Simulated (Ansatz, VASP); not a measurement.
# Zr (Zr(0001)) in two plane-wave programs, part 2 of 2

One calculation is typed for both programs; each brings its own data sets and cutoff. How far apart do they land?

VASP 6.6.1 and Ansatz 0.2.0.

So far: Starting point; VASP: single point, PBEsol.

In doubt: too few empty bands were carried, so the values of those runs are not to be relied on.

### 3. Ansatz: single point, PBEsol

Level of this step: Ansatz beside VASP: Kohn-Sham DFT, plane waves, PBEsol (Ansatz).

Ansatz runs on its default PAW (the set named soft_2) files.

The same cell, functional, mesh and smearing now go to Ansatz, which takes its cutoff from its data sets.

input.yaml

```yaml
crystal:
  lattice:
    - [3.1860636942, 0.0, 0.0]
    - [1.5930318471, 2.7592120973, 0.0]
    - [0.0, 0.0, 32.9083637282]
  atoms:
    - { symbol: Zr, position: [0.66666667, 0.66666667, 0.2304095565] }
    - { symbol: Zr, position: [0.0, 0.0, 0.3034969946] }
    - { symbol: Zr, position: [0.66666667, 0.66666667, 0.3828209986] }
    - { symbol: Zr, position: [0.0, 0.0, 0.4616151136] }
    - { symbol: Zr, position: [0.66666667, 0.66666667, 0.5383848864] }
    - { symbol: Zr, position: [0.0, 0.0, 0.6171790014] }
    - { symbol: Zr, position: [0.66666667, 0.66666667, 0.6965030054] }
    - { symbol: Zr, position: [0.0, 0.0, 0.7695904435] }
hamiltonian:
  xc: pbesol
  pseudopotentials: { kind: paw }
kpoints:
  mp_grid: { grid: [12, 12, 1] }
scf:
  occupations: { method: methfessel_paxton, width: 0.15 }
  n_extra_bands: 6
efield:
  axis: 3
  dipole_correction: true
  ramp_width: 0.04
output:
  forces: true
  eigenvalues: true
  write_density: true
  write_potential: true
  elf: true
  volumetric_format: npy
```

Launch:

```console
$ ansatz run input.yaml --threads 4 --pin off --max-ram 9216MiB --backend cpu --events-out ev --progress --plain --runs-dir out
```

Numbers of over 12 decimals in the logs are rounded to 6 here.

The program printed:

```text
scf.n_extra_bands = 6 over 48 filled bands (N_el = 96.0): the run solves 54 bands
Engine: ansatz 0.2.0, aarch64-unknown-linux-gnu
Pseudopotentials: kind: paw
Pseudopotential: Zr, paw, valence charge 12, recommended cutoff 420 eV (normal), Zr.paw.azcp
Functional definition: PBEsol
  exchange = pbesol_x
  correlation = pbesol_c
Crystal: 8 atoms, lattice volume = 289.298 Å³
Basis set: ecut = 420 eV, 5713 PW (Γ), exchange–correlation on 48×48×450 points (8 copies of the dense FFT grid, shifted against one another)
Bands: 54, of which v1, the nominal top of the filled ones, is band 48 counted from 1 (47 counted from 0)
Symmetry: 6 space group operations
k-points: 19 of 144 (time reversal used)
Non-local potential: Zr, projectors of the file, l = 0: 3, l = 1: 2, l = 2: 2, l = 3: 2
PAW form: soft (Blöchl's): semilocal exchange-correlation on the pseudo side does not see the compensation charge
PAW frozen core: Zr, regenerated for the run's functional, and the local potential with it (the file was generated under x = pbe(κ = 0.804, μ = 0.219515), c = pbe(β = 0.066725))
PAW one-centre angular grid: Zr, 590 points (default); XC on 64 Gauss nodes
Initial density: superposition of atomic densities (neutral atoms: chi_scale 0, normalization atom), corrected by the library's trained network
Initial wavefunctions: pseudopotential atomic-orbital guess
Functional: x = pbesol(κ = 0.804, μ = 0.123457), c = pbesol(β = 0.046)
SCF iter   1: F=—  HF=-33027.263361 eV  |F-HF|=—  |Δ(HF+E_count)|=         —  Δρ=8.61e-3  dr2=1.20e1  ethr=1.77e-3  p=0.000 e·Å  D=1.10e-13 V/Å  ΔV_dip=-0.00 eV  dr2_dipole=3.45e-5  V_vac-E_F(+/−)=4.49/4.49 eV  ⟨swp⟩=7.3  Hψ=4421  notcnv=0
efield: sawtooth ramp at fractional position 0.9800 (placed from the atoms, in the widest stretch of the axis that holds none; the zero of the levels goes with the place), width 0.0400; the density the first Hamiltonian is built on has a dipole p = 0.000 e·Å; the dipole correction subtracts the counter field D = 1.10e-13 V/Å, which shifts the + side's vacuum level by -0.00 eV against the − side's; the planar-averaged density in the ramp window peaks in size at 5.5e-5 e/Å³
preconditioner: auto → LDOS  [metal: Δε(μ)=0.016 eV  Ē_g=2.256 eV  σ=0.150 eV  W_gap=0.09  n_scr=22 (ndim 8)  ℏωp=12.3 eV  f_vac=0.335  D(μ)=10.30/eV (n_scr^D=92)  β→1.0]
SCF iter   2: F=—  HF=-33027.166233 eV  |F-HF|=—  |Δ(HF+E_count)|=   9.71e-2  S|Δr|=    0.00e0  Δρ=2.90e-3  dr2=5.15e-1  ethr=1.77e-3  p=0.000 e·Å  D=6.65e-5 V/Å  ΔV_dip=-0.00 eV  dr2_dipole=1.19e-4  V_vac-E_F(+/−)=4.26/4.26 eV  ⟨swp⟩=1.6  Hψ=1245  notcnv=0
SCF iter   3: F=—  HF=-33027.157116 eV  |F-HF|=—  |Δ(HF+E_count)|=   9.12e-3  S|Δr|=    0.00e0  Δρ=6.06e-4  dr2=7.64e-3  ethr=5.37e-4  p=-0.000 e·Å  D=-5.10e-6 V/Å  ΔV_dip=0.00 eV  dr2_dipole=2.14e-7  V_vac-E_F(+/−)=4.31/4.31 eV  ⟨swp⟩=1.3  Hψ=1035  notcnv=0
SCF iter   4: F=—  HF=-33027.157756 eV  |F-HF|=—  |Δ(HF+E_count)|=   6.40e-4  S|Δr|=    0.00e0  Δρ=1.93e-4  dr2=6.96e-4  ethr=7.96e-6  p=-0.000 e·Å  D=-4.23e-6 V/Å  ΔV_dip=0.00 eV  dr2_dipole=1.03e-6  V_vac-E_F(+/−)=4.29/4.29 eV  ⟨swp⟩=2.4  Hψ=1198  notcnv=0
SCF iter   5: F=—  HF=-33027.157790 eV  |F-HF|=—  |Δ(HF+E_count)|=   3.42e-5  S|Δr|=    0.00e0  Δρ=5.96e-5  dr2=6.76e-5  ethr=7.25e-7  p=-0.000 e·Å  D=-1.80e-6 V/Å  ΔV_dip=0.00 eV  dr2_dipole=7.78e-8  V_vac-E_F(+/−)=4.29/4.29 eV  ⟨swp⟩=2.2  Hψ=1258  notcnv=0
SCF iter   6: F=—  HF=-33027.157437 eV  |F-HF|=—  |Δ(HF+E_count)|=   3.53e-4  S|Δr|=    0.00e0  Δρ=1.76e-5  dr2=4.05e-6  ethr=7.04e-8  p=-0.000 e·Å  D=-1.62e-6 V/Å  ΔV_dip=0.00 eV  dr2_dipole=7.44e-11  V_vac-E_F(+/−)=4.29/4.29 eV  ⟨swp⟩=2.3  Hψ=1311  notcnv=0
SCF iter   7: F=—  HF=-33027.157437 eV  |F-HF|=—  |Δ(HF+E_count)|=   2.29e-7  S|Δr|=    0.00e0  Δρ=6.23e-6  dr2=5.49e-7  ethr=4.22e-9  p=-0.000 e·Å  D=-1.51e-6 V/Å  ΔV_dip=0.00 eV  dr2_dipole=1.12e-9  V_vac-E_F(+/−)=4.29/4.29 eV  ⟨swp⟩=2.5  Hψ=1553  notcnv=0
SCF iter   8: F=-33027.157437 eV  HF=-33027.157437 eV  |F-HF|=3.12e-8  |Δ(HF+E_count)|=   8.75e-9  S|Δr|=    0.00e0  Δρ=1.79e-6  dr2=3.71e-8  ethr=1.04e-10  p=-0.000 e·Å  D=-1.45e-6 V/Å  ΔV_dip=0.00 eV  dr2_dipole=1.21e-11  V_vac-E_F(+/−)=4.29/4.29 eV  ⟨swp⟩=19.2  Hψ=9115  notcnv=0
WARN: the bands leave out some 2.299e-3 electrons a cell, over the threshold 1e-3 (by scf.eigensolver.empty_state_threshold): the first level above them, at 7.6155 eV, would hold -6.471e-2 of 2 at k-index 18, k = (0.3333, -0.3333, 0.0000) — raise scf.n_extra_bands (try 60 bands in all)
SCF 1 converged in 8 iterations: F = -33027.157437 eV  dr2 = 3.71e-8
  greatest PAW one-centre occupation: 0.997 electrons in one spin orbital (limit 2), on the Zr atom at site 7 (counted from 0), in its partial waves of l = 0
WARN: The output density's exchange-correlation potential varies sharply where the density is thin. Do not read a vacuum level from v_tot or v_xc, or from such a field of the output density. On a cell that repeats whose density bears no net charge and no dipole along the vacuum's axis use v_es (v_loc + v_h of the components); under efield.dipole_correction with no amplitude use v_es + v_field, which holds any externa [...]
SCF converged after 8 iterations
Stability not checked: this state was not tested for a lower state beside it, because cold or Methfessel-Paxton smearing, or corrected tetrahedra, fill the levels in a way that the test cannot read (fill_not_monotonic; see scf.lower_state_search)
Free energy (F): -33027.157437 eV
Harris-Foulkes:  -33027.157437 eV  (|F-HF|=3.12e-8)
Internal energy: -33027.168057 eV  (E = F + TS)
E sigma→0 (E₀):  -33027.160092 eV
Entropy (-TS):   0.010620 eV (1.327 meV/atom)
Fermi energy:    7.451283 eV
Dipole field:    D = -0.000005 V/Å  (p = -0.000009 e·Å, saw-weighted, corrected)
Work function:   Φ+ = 4.2902 eV   Φ− = 4.2901 eV
Levels:          The Fermi level and band energies are counted from a zero that moves with the ramp; work functions are not
--- Per-component energies (eV) ---
  E_band       = -1395.301467
  E_kinetic    = 2663.684000
  E_local      = -80925.018057  (includes V_loc(G=0)·N_el)
  E_nonlocal   = 660.755158
  E_hartree    = 39190.117868
  E_xc         = -1281.020923
  E_vxc        = -1519.299693  (∫ρ·V_xc dr)
  E_paw        = -23202.734699  (= ΣΔE_a)
  E_vpaw       = -655.626638  (= ΣTr[D̂ρ^β])
  E_aug_tail   = 0.000189  (compensation charges beyond the density's cutoff)
  E_efield     = 0.000000  (sawtooth field / dipole correction)
  E_vefield    = 0.000000  (∫n·V_field dr)
  E_ewald      = 29865.722644
  E_core_change = 1.325764  (= ΣΔE_core)
  E_smearing   = 0.010620  (= −TS)
  E_closure    = -0.000000  (closes the sum)
  Σ components = -33027.157437   (vs F -33027.157437, Δ=0.00e0)
--- Forces (eV/Å), atoms counted from 1 ---
  atom   1  Zr     0.00000000     0.00000000     0.03789874
  atom   2  Zr     0.00000000    -0.00000000    -0.00455664
  atom   3  Zr    -0.00000000     0.00000000     0.01024947
  atom   4  Zr     0.00000000    -0.00000000    -0.00682477
  atom   5  Zr     0.00000000     0.00000000     0.00683373
  atom   6  Zr     0.00000000    -0.00000000    -0.01034238
  atom   7  Zr    -0.00000000     0.00000000     0.00462472
  atom   8  Zr     0.00000000    -0.00000000    -0.03788568
  max |Σ_I F_I| component: 2.82e-6 eV/Å
--- Band table (eV; the first three rows and the last of 19) ---
  k-point 0: bands = [... 44 lower, 8.0301, 8.0342, 8.1474, 8.1474, 8.1912, 8.1912, 8.2128, 8.2128, ... 2 higher]
  k-point 1: bands = [... 44 lower, 7.7300, 7.8461, 7.8791, 7.9558, 8.0131, 8.2036, 8.2498, 8.3027, ... 2 higher]
  k-point 2: bands = [... 44 lower, 7.2036, 7.2681, 7.3511, 7.5599, 7.6996, 7.8551, 7.9615, 8.1405, ... 2 higher]
  k-point 18: bands = [... 44 lower, 6.3668, 6.6046, 6.6047, 7.4821, 7.4822, 7.5248, 7.5249, 7.5820, ... 2 higher]
```

Run time: 11 s. Hardware: 4 threads of Arm Neoverse V1, shared host; peak memory 0.76 GiB; 42 s of CPU time.

### 4. Comparison

Known differences besides the PAW data sets themselves: the cutoff is 420 eV in Ansatz and 320 eV in VASP (PREC = Normal); Ansatz makes its cores anew for this functional, VASP keeps those of its PBE data sets. Total energies have different zeros and are not compared.

The two programs side by side:

| quantity | Ansatz | VASP | difference |
| --- | --- | --- | --- |
| work function, lower of the two faces (eV) | 4.29 | 4.29 | 0.00 |
| work function, higher of the two faces (eV) | 4.29 | 4.29 | 0.00 |

At this near-relaxed geometry the largest component of a force difference is 29 meV/Å.

### 5. What came out

| Quantity | Value |
| --- | --- |
| difference in work function, higher of the two faces (single point, PBEsol) | 0.0036 eV |
| r.m.s. force difference (single point, PBEsol) | 9.7 meV/Å |

**Reading.** The r.m.s. force difference is 9.7 meV/Å (single point, PBEsol), within the 12 meV/Å picked in this series as the mark of a large difference. Differences of this kind measure data sets and numerical settings, not the functional's error against experiment.

[Lines on the potential files, build, host, timing and source positions are cut from VASP's logs without a mark.]

[Logs are printed without paths, hosts, clocks, repeated set-up lines and the standing remarks that a program may print on its own settings, such as how far it seeks lower states.]

[Hosts, paths, dates, database ids (printed as entryN), source tags and the programs' standing remarks are cut or masked in the printed files.]
